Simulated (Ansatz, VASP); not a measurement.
# Ru4C (Ru(0001), 4 layers, one monolayer of C on top sites) in two plane-wave programs

Wanted: the spread between two codes on one cell, functional and k mesh. The structure shown is the start of the Ansatz relaxation below; VASP solves that cell, so the two are compared at the walk's first step.

Program: Ansatz 0.2.0. Level of theory: plane waves, with VASP 6.6.1 beside it; single point at PBE. Results are calculated unless marked as measured.

### Step 1. Starting point

The cell holds 5 atoms: 4 Ru and 1 C. Its edges and angles: a = 2.700 Å, b = 2.700 Å, c = 25.415 Å, α = 90.0°, β = 90.0°, γ = 60.0°. Vacuum lies along c.

### Step 2. Ansatz: relaxation, PBE

Ansatz runs on its default PAW (the set named soft_2) files.

The two programs are compared at the cell with which this relaxation starts, whose forces are those of its first step.

The input, input.yaml:

```yaml
crystal:
  lattice:
    - [2.7, 0.0, 0.0]
    - [1.35, 2.3382685902, 0.0]
    - [0.0, 0.0, 25.4152]
  atoms:
    - { symbol: Ru, position: [0.6666666667, 0.6666666667, 0.3265762221] }
    - { symbol: Ru, position: [0.0, 0.0, 0.4107148478] }
    - { symbol: Ru, position: [0.6666666667, 0.6666666667, 0.4948534735] }
    - { symbol: Ru, position: [0.0, 0.0, 0.5789920992] }
    - { symbol: C, position: [0.0, 0.0, 0.666341402] }
kpoints:
  mp_grid: { grid: [12, 12, 1] }
hamiltonian:
  xc: pbe
scf:
  occupations: { method: fermi_dirac, width: 0.1 }
  convergence: { dr2_threshold: 1.0e-08 }
efield:
  axis: 3
  dipole_correction: true
  ramp_position: 0.97
  ramp_width: 0.04
relax:
  f_tol: 0.01
  constraints: [{ sites: [0, 1] }]
output:
  write_potential: true
  write_density: true
  volumetric_format: npy
```

Run with:

```
ansatz run input.yaml --threads 4 --pin off --max-ram 8192MiB --backend cpu --events-out ev --progress --plain --runs-dir out
```

Numbers of over 12 decimals in the logs are rounded to 6 here.

Output:

```text
Engine: ansatz 0.2.0, aarch64-unknown-linux-gnu
Pseudopotentials: kind: paw
Pseudopotential: Ru, paw, valence charge 16, recommended cutoff 420 eV (normal), Ru.paw.azcp
Pseudopotential: C, paw, valence charge 4, recommended cutoff 420 eV (normal), C.paw.azcp
Functional definition: PBE
  parameter kappa = 0.804
  parameter beta = 0.066725
  exchange = pbe_x(kappa = kappa, mu = beta*pi^2/3)
  correlation = pbe_c(beta = beta)
Crystal: 5 atoms, lattice volume = 160.454 Å³
Basis set: ecut = 420 eV, 3199 PW (Γ), exchange–correlation on 40×40×360 points (8 copies of the dense FFT grid, shifted against one another)
Bands: 41, of which v1, the nominal top of the filled ones, is band 34 counted from 1 (33 counted from 0)
Symmetry: 6 space group operations
Space group: P3m1 (ITA 156), of the structure as read, at distance tolerance 5.4e-5 Å
k-points: 19 of 144 (time reversal used)
Non-local potential: Ru, projectors of the file, l = 0: 3, l = 1: 2, l = 2: 2, l = 3: 1
Non-local potential: C, projectors of the file, l = 0: 2, l = 1: 2, l = 2: 1
PAW form: soft (Blöchl's): semilocal exchange-correlation on the pseudo side does not see the compensation charge
PAW one-centre angular grid: Ru, 590 points (default); XC on 64 Gauss nodes
PAW one-centre angular grid: C, 110 points (default); XC on 64 Gauss nodes
Initial density: superposition of atomic densities (neutral atoms: chi_scale 0, normalization atom), corrected by the library's trained network
Initial wavefunctions: pseudopotential atomic-orbital guess
Functional: x = pbe(κ = 0.804, μ = 0.219515), c = pbe(β = 0.066725)
SCF iter   1: F=—  HF=-23759.486691 eV  |F-HF|=—  |Δ(HF+E_count)|=         —  Δρ=2.28e-2  dr2=1.52e1  ethr=1.77e-3  p=-0.054 e·Å  D=-6.03e-2 V/Å  ΔV_dip=1.53 eV  dr2_dipole=6.22e0  V_vac-E_F(+/−)=6.45/4.91 eV  ⟨swp⟩=7.9  Hψ=3517  notcnv=0
efield: sawtooth ramp at fractional position 0.9700 (set: `efield.ramp_position`, or a place that a band, a saddle search or an elastic batch's reference lends), width 0.0400; the density the first Hamiltonian is built on has a dipole p = -0.054 e·Å; the dipole correction subtracts the counter field D = -6.03e-2 V/Å, which shifts the + side's vacuum level by +1.53 eV against the − side's; the planar-averaged density in the ramp window peaks in size at 1.9e-5 e/Å³
preconditioner: auto → LDOS  [metal: Δε(μ)=0.041 eV  Ē_g=4.607 eV  σ=0.100 eV  W_gap=0.10  n_scr=18 (ndim 8)  ℏωp=17.6 eV  f_vac=0.534  D(μ)=5.13/eV (n_scr^D=18)  β→1.0]
SCF iter   2: F=—  HF=-23759.313095 eV  |F-HF|=—  |Δ(HF+E_count)|=   1.74e-1  Δρ=7.39e-3  dr2=2.74e-1  ethr=1.77e-3  p=-0.074 e·Å  D=-8.31e-2 V/Å  ΔV_dip=2.11 eV  dr2_dipole=3.27e-2  V_vac-E_F(+/−)=7.06/4.95 eV  ⟨swp⟩=2.0  Hψ=1011  notcnv=0
SCF iter   3: F=—  HF=-23759.308776 eV  |F-HF|=—  |Δ(HF+E_count)|=   4.32e-3  Δρ=1.74e-3  dr2=1.90e-2  ethr=4.03e-4  p=-0.069 e·Å  D=-7.74e-2 V/Å  ΔV_dip=1.97 eV  dr2_dipole=6.04e-3  V_vac-E_F(+/−)=7.03/5.06 eV  ⟨swp⟩=2.0  Hψ=900  notcnv=0
SCF iter   4: F=—  HF=-23759.307375 eV  |F-HF|=—  |Δ(HF+E_count)|=   1.40e-3  Δρ=3.08e-4  dr2=5.68e-4  ethr=2.80e-5  p=-0.071 e·Å  D=-7.95e-2 V/Å  ΔV_dip=2.02 eV  dr2_dipole=5.79e-5  V_vac-E_F(+/−)=7.06/5.04 eV  ⟨swp⟩=1.9  Hψ=1105  notcnv=0
SCF iter   5: F=—  HF=-23759.307424 eV  |F-HF|=—  |Δ(HF+E_count)|=   4.92e-5  Δρ=1.16e-4  dr2=2.90e-5  ethr=8.36e-7  p=-0.070 e·Å  D=-7.94e-2 V/Å  ΔV_dip=2.02 eV  dr2_dipole=5.51e-6  V_vac-E_F(+/−)=7.07/5.05 eV  ⟨swp⟩=2.4  Hψ=1359  notcnv=0
SCF iter   6: F=—  HF=-23759.307475 eV  |F-HF|=—  |Δ(HF+E_count)|=   5.10e-5  Δρ=5.95e-5  dr2=1.43e-5  ethr=4.26e-8  p=-0.070 e·Å  D=-7.94e-2 V/Å  ΔV_dip=2.02 eV  dr2_dipole=2.60e-6  V_vac-E_F(+/−)=7.07/5.06 eV  ⟨swp⟩=3.1  Hψ=1649  notcnv=0
SCF iter   7: F=—  HF=-23759.307474 eV  |F-HF|=—  |Δ(HF+E_count)|=   1.21e-6  Δρ=2.12e-5  dr2=1.65e-6  ethr=2.10e-8  p=-0.070 e·Å  D=-7.93e-2 V/Å  ΔV_dip=2.02 eV  dr2_dipole=4.61e-9  V_vac-E_F(+/−)=7.08/5.06 eV  ⟨swp⟩=2.3  Hψ=1138  notcnv=0
SCF iter   8: F=—  HF=-23759.307473 eV  |F-HF|=—  |Δ(HF+E_count)|=   7.80e-7  Δρ=6.82e-6  dr2=1.71e-7  ethr=2.42e-9  p=-0.070 e·Å  D=-7.93e-2 V/Å  ΔV_dip=2.02 eV  dr2_dipole=1.21e-9  V_vac-E_F(+/−)=7.08/5.06 eV  ⟨swp⟩=2.8  Hψ=1465  notcnv=0
SCF iter   9: F=—  HF=-23759.307473 eV  |F-HF|=—  |Δ(HF+E_count)|=   8.59e-8  Δρ=2.32e-6  dr2=1.16e-8  ethr=2.51e-10  p=-0.070 e·Å  D=-7.93e-2 V/Å  ΔV_dip=2.02 eV  dr2_dipole=1.07e-9  V_vac-E_F(+/−)=7.08/5.06 eV  ⟨swp⟩=2.6  Hψ=1345  notcnv=0
SCF iter  10: F=-23759.307473 eV  HF=-23759.307473 eV  |F-HF|=2.13e-8  |Δ(HF+E_count)|=   6.28e-8  Δρ=1.02e-6  dr2=1.77e-9  ethr=1.47e-11  p=-0.070 e·Å  D=-7.93e-2 V/Å  ΔV_dip=2.02 eV  dr2_dipole=5.47e-11  V_vac-E_F(+/−)=7.08/5.06 eV  ⟨swp⟩=10.7  Hψ=5951  notcnv=0
SCF 1 converged in 10 iterations: F = -23759.307473 eV  dr2 = 1.77e-9
  greatest PAW one-centre occupation: 0.998 electrons in one spin orbital (limit 2), on the Ru atom at site 0 (counted from 0), in its partial waves of l = 0
[...]
SCF iter   8: F=—  HF=-23760.560489 eV  |F-HF|=—  |Δ(HF+E_count)|=   4.32e-6  Δρ=2.87e-6  dr2=1.17e-8  ethr=9.85e-10  p=-0.067 e·Å  D=-7.60e-2 V/Å  ΔV_dip=1.93 eV  dr2_dipole=1.71e-10  V_vac-E_F(+/−)=7.03/5.09 eV  ⟨swp⟩=2.1  Hψ=1178  notcnv=0
SCF iter   9: F=-23760.560490 eV  HF=-23760.560490 eV  |F-HF|=1.02e-8  |Δ(HF+E_count)|=   6.27e-8  Δρ=1.01e-6  dr2=2.41e-9  ethr=1.47e-11  p=-0.067 e·Å  D=-7.59e-2 V/Å  ΔV_dip=1.93 eV  dr2_dipole=3.20e-10  V_vac-E_F(+/−)=7.03/5.10 eV  ⟨swp⟩=11.2  Hψ=6225  notcnv=0
SCF 6 converged in 9 iterations: F = -23760.560490 eV  dr2 = 2.41e-9
relax step   6: F+E_penalty+E_count = -23760.56048952 eV  Δ(F+E_penalty+E_count) = -1.231e-2 eV  max|allowed force component| = 1.244e-2 eV/Å  Δτ_max = 0.0624 Å  (9 SCF iters, accepted)
SCF iter   1: F=—  HF=-23760.560491 eV  |F-HF|=—  |Δ(HF+E_count)|=         —  Δρ=1.30e-4  dr2=1.71e-5  ethr=1.08e-6  p=-0.067 e·Å  D=-7.59e-2 V/Å  ΔV_dip=1.93 eV  dr2_dipole=8.86e-7  V_vac-E_F(+/−)=7.02/5.09 eV  ⟨swp⟩=2.0  Hψ=1235  notcnv=0
efield: sawtooth ramp at fractional position 0.9700 (set: `efield.ramp_position`, or a place that a band, a saddle search or an elastic batch's reference lends), width 0.0400; the density the first Hamiltonian is built on has a dipole p = -0.067 e·Å; the dipole correction subtracts the counter field D = -7.59e-2 V/Å, which shifts the + side's vacuum level by +1.93 eV against the − side's; the planar-averaged density in the ramp window peaks in size at 1.9e-6 e/Å³
preconditioner: auto → LDOS  [metal: Δε(μ)=0.132 eV  Ē_g=5.030 eV  σ=0.100 eV  W_gap=0.31  n_scr=18 (ndim 8)  ℏωp=17.6 eV  f_vac=0.546  D(μ)=3.05/eV (n_scr^D=14)  β→1.0]
SCF iter   2: F=—  HF=-23760.560494 eV  |F-HF|=—  |Δ(HF+E_count)|=   2.68e-6  Δρ=5.76e-5  dr2=7.02e-6  ethr=2.51e-8  p=-0.067 e·Å  D=-7.60e-2 V/Å  ΔV_dip=1.93 eV  dr2_dipole=1.03e-7  V_vac-E_F(+/−)=7.03/5.09 eV  ⟨swp⟩=3.0  Hψ=1643  notcnv=0
SCF iter   3: F=—  HF=-23760.560496 eV  |F-HF|=—  |Δ(HF+E_count)|=   2.19e-6  Δρ=1.92e-5  dr2=1.87e-6  ethr=1.03e-8  p=-0.067 e·Å  D=-7.60e-2 V/Å  ΔV_dip=1.93 eV  dr2_dipole=2.35e-7  V_vac-E_F(+/−)=7.03/5.09 eV  ⟨swp⟩=2.4  Hψ=1325  notcnv=0
SCF iter   4: F=—  HF=-23760.560496 eV  |F-HF|=—  |Δ(HF+E_count)|=   2.12e-7  Δρ=7.45e-6  dr2=1.56e-7  ethr=2.75e-9  p=-0.067 e·Å  D=-7.60e-2 V/Å  ΔV_dip=1.93 eV  dr2_dipole=1.40e-9  V_vac-E_F(+/−)=7.03/5.09 eV  ⟨swp⟩=2.8  Hψ=1314  notcnv=0
SCF iter   5: F=-23760.560496 eV  HF=-23760.560496 eV  |F-HF|=2.01e-8  |Δ(HF+E_count)|=   2.66e-9  Δρ=1.41e-6  dr2=4.71e-9  ethr=1.47e-11  p=-0.067 e·Å  D=-7.60e-2 V/Å  ΔV_dip=1.93 eV  dr2_dipole=5.59e-13  V_vac-E_F(+/−)=7.03/5.09 eV  ⟨swp⟩=9.8  Hψ=6712  notcnv=0
SCF 7 converged in 5 iterations: F = -23760.560496 eV  dr2 = 4.71e-9
relax step   7: F+E_penalty+E_count = -23760.56049566 eV  Δ(F+E_penalty+E_count) = -6.137e-6 eV  max|allowed force component| = 4.840e-4 eV/Å  Δτ_max = 0.0013 Å  (5 SCF iters, accepted)
NSCF: frozen V_eff on 19 k-points
the band table was solved once a step of the walk had ended and its energy, with any forces and stress, was formed, with the checks that follow a solve (3588 applications of the Hamiltonian). They found nothing against the state; the energy, forces and stress were not computed again (output.eigenvalues in the input reference)
WARN: The input density's exchange-correlation potential varies sharply where the density is thin. Do not read a vacuum level from v_tot or v_xc, or from such a field of the output density. On a cell that repeats whose density bears no net charge and no dipole along the vacuum's axis use v_es (v_loc + v_h of the components); under efield.dipole_correction with no amplitude use v_es + v_field, which holds any external [...]
SCF converged after 5 iterations
Free energy (F): -23760.560496 eV
Harris-Foulkes:  -23760.560496 eV  (|F-HF|=2.01e-8)
Internal energy: -23760.451771 eV  (E = F + TS)
E sigma→0 (E₀):  -23760.506133 eV
Entropy (-TS):   -0.108724 eV (-21.745 meV/atom)
Fermi energy:    4.663708 eV
Dipole field:    D = -0.075982 V/Å  (p = -0.067375 e·Å, saw-weighted, corrected)
Work function:   Φ+ = 7.0258 eV   Φ− = 5.0947 eV
Levels:          The Fermi level and band energies are counted from a zero that moves with the ramp; work functions are not
--- Per-component energies (eV) ---
  E_band       = -1414.118890
  E_kinetic    = 2136.865072
  E_local      = -118199.103221  (includes V_loc(G=0)·N_el)
  E_nonlocal   = 1403.702083
  E_hartree    = 57575.776724
  E_xc         = -806.243009
  E_vxc        = -1010.830262  (∫ρ·V_xc dr)
  E_paw        = -13941.764125  (= ΣΔE_a)
  E_vpaw       = -893.168821  (= ΣTr[D̂ρ^β])
  E_aug_tail   = -0.000747  (compensation charges beyond the density's cutoff)
  E_efield     = 0.002560  (sawtooth field / dipole correction)
  E_vefield    = -3.146328  (∫n·V_field dr)
  E_ewald      = 48070.312892
  E_smearing   = -0.108724  (= −TS)
  E_closure    = -0.000000  (closes the sum)
  Σ components = -23760.560496   (vs F -23760.560496, Δ=0.00e0)
--- Forces (eV/Å), atoms counted from 1 ---
  atom   1  Ru     0.00000000     0.00000000     0.55856793
  atom   2  Ru    -0.00000000     0.00000000    -0.55818544
  atom   3  Ru    -0.00000000    -0.00000000    -0.00048399
  atom   4  Ru     0.00000000     0.00000000    -0.00028241
  atom   5  C      0.00000000    -0.00000000     0.00044142
  max |Σ_I F_I| component: 5.75e-5 eV/Å
--- Band table (eV; the first three rows and the last of 19) ---
  k-point 0: bands = [... 30 lower, 2.7773, 2.7831, 3.6764, 3.6764, 4.1788, 4.1788, 4.3936, 5.2697, ... 3 higher]
  k-point 1: bands = [... 30 lower, 2.8582, 2.9588, 3.3655, 3.5966, 3.9017, 4.1340, 4.2598, 4.8205, ... 3 higher]
  k-point 2: bands = [... 30 lower, 2.9512, 3.2622, 3.3616, 3.4277, 3.6588, 4.0666, 4.1194, 5.0424, ... 3 higher]
  k-point 18: bands = [... 30 lower, 3.3220, 3.5888, 3.8971, 4.9731, 5.2072, 5.3599, 5.8187, 6.5818, ... 3 higher]
--- Relaxed structure (7 steps of the walk, 7 accepted, 0 SCFs on fresh bases) ---
  F+E_penalty+E_count = -23760.56049566 eV   max|allowed force component| = 4.840e-4 eV/Å
  atoms:
    - { symbol: Ru, position: [0.666667, 0.666667, 0.3265762221] }
    - { symbol: Ru, position: [0, 0, 0.4107148478] }
    - { symbol: Ru, position: [0.666667, 0.666667, 0.493002] }
    - { symbol: Ru, position: [5.425210638786789e-18, 0, 0.586779] }
    - { symbol: C, position: [-8.79078238529686e-18, 0, 0.653724] }
```

### Step 3. VASP: single point, PBE, start cell

The same cell, functional, mesh and smearing now go to VASP, with its own data sets.

Lines of VASP's logs that name or quote its potential files are left out, and so is its time.

The input, INCAR:

```
SYSTEM = Ru4C
PREC = Accurate
ENCUT = 520
EDIFF = 1E-06
NELM = 120
ISMEAR = -1
SIGMA = 0.1
LREAL = .FALSE.
ALGO = Normal
GGA = PE
NBANDS = 37
LASPH = .TRUE.
LORBIT = 11
LWAVE = .FALSE.
LCHARG = .FALSE.
ISIF = 2
LDIPOL = .TRUE.
IDIPOL = 3
DIPOL = 0.5 0.5 0.495
LVHAR = .TRUE.
GGA_COMPAT = .FALSE.
NELMDL = -8
KPAR = 2
```

The input, POSCAR:

```
Ru4C
1.0
    2.7000000000      0.0000000000      0.0000000000
    1.3500000000      2.3382685902      0.0000000000
    0.0000000000      0.0000000000     25.4152000000
Ru C
4 1
Direct
    0.6666666082      0.6666667835      0.3265762221
    0.0000000000      0.0000000000      0.4107148478
    0.6666666082      0.6666667835      0.4948534735
    0.0000000000      0.0000000000      0.5789920992
    0.0000000000      0.0000000000      0.6663414020
```

The input, KPOINTS:

```
Automatic mesh
0
Gamma
12 12 1
0 0 0
```

The projector-augmented-wave data sets are Ru_pv and C (PBE family, release 64).

Run with:

```
mpirun -np 2 vasp_std
```

Output:

```text
[banner, memory and clock lines left out]
running    2 mpi-ranks, on    1 nodes
 distrk:  each k-point on    1 cores,    2 groups
 distr:  one band on    1 cores,    1 groups

 POSCAR found type information on POSCAR RuC
 POSCAR found :  2 types and       5 ions
 LDA part: xc-table for (Slater+PW92), standard interpolation
 POSCAR, INCAR and KPOINTS ok, starting setup
 FFT: planning ... GRIDC
 FFT: planning ... GRID_SOFT
 FFT: planning ... GRID
 WAVECAR not read
 entering main loop
       N       E                     dE             d eps       ncg     rms          rms(c)
DAV:   1     0.574490101390E+03    0.57449E+03   -0.37259E+04  1814   0.152E+03
DAV:   2    -0.222870343955E+02   -0.59678E+03   -0.57890E+03  1540   0.439E+02
DAV:   3    -0.419829913498E+02   -0.19696E+02   -0.18528E+02  1793   0.745E+01
DAV:   4    -0.426982828066E+02   -0.71529E+00   -0.70479E+00  1789   0.118E+01
DAV:   5    -0.427257317305E+02   -0.27449E-01   -0.27354E-01  1913   0.207E+00
DAV:   6    -0.427270571399E+02   -0.13254E-02   -0.13249E-02  1993   0.388E-01
DAV:   7    -0.427270955486E+02   -0.38409E-04   -0.38408E-04  1897   0.559E-02
DAV:   8    -0.427270974443E+02   -0.18957E-05   -0.18957E-05  1596   0.958E-03    0.237E+01
DAV:   9    -0.784933854893E+02   -0.35766E+02   -0.23192E+02  2081   0.767E+01    0.415E+01
DAV:  10    -0.424447231927E+02    0.36049E+02   -0.12752E+02  1990   0.465E+01    0.182E+01
DAV:  11    -0.503646765909E+02   -0.79200E+01   -0.10748E+02  2010   0.385E+01    0.205E+01
DAV:  12    -0.456095084894E+02    0.47552E+01   -0.13235E+02  2110   0.379E+01    0.176E+01
DAV:  13    -0.407205216945E+02    0.48890E+01   -0.24969E+01  1825   0.244E+01    0.834E+00
DAV:  14    -0.399181445392E+02    0.80238E+00   -0.63056E+00  1805   0.121E+01    0.390E+00
[...]
DAV:  27    -0.397801354152E+02   -0.67093E-05   -0.24600E-05  1354   0.214E-02    0.235E-02
DAV:  28    -0.397801429937E+02   -0.75785E-05   -0.66186E-06  1298   0.100E-02    0.162E-02
DAV:  29    -0.397801631290E+02   -0.20135E-04   -0.10819E-05  1371   0.145E-02    0.731E-03
DAV:  30    -0.397801719411E+02   -0.88121E-05   -0.41453E-06  1063   0.821E-03    0.421E-03
DAV:  31    -0.397801775741E+02   -0.56330E-05   -0.52568E-07   893   0.337E-03    0.368E-03
DAV:  32    -0.397801799343E+02   -0.23603E-05   -0.29276E-07   771   0.208E-03    0.184E-03
DAV:  33    -0.397801819044E+02   -0.19701E-05   -0.23165E-07   805   0.206E-03    0.989E-04
DAV:  34    -0.397801826970E+02   -0.79261E-06   -0.81958E-08   774   0.126E-03
   1 F= -.39780183E+02 E0= -.39685387E+02  d E =-.189592E+00
```

(Continued in part 2 of 2.)

[Lines on the potential files, build, host, timing and source positions are cut from VASP's logs without a mark.]

[Logs are printed without paths, hosts, clocks, repeated set-up lines and the standing remarks that a program may print on its own settings, such as how far it seeks lower states.]

[Hosts, paths, dates, database ids (printed as entryN), source tags and the programs' standing remarks are cut or masked in the printed files.]
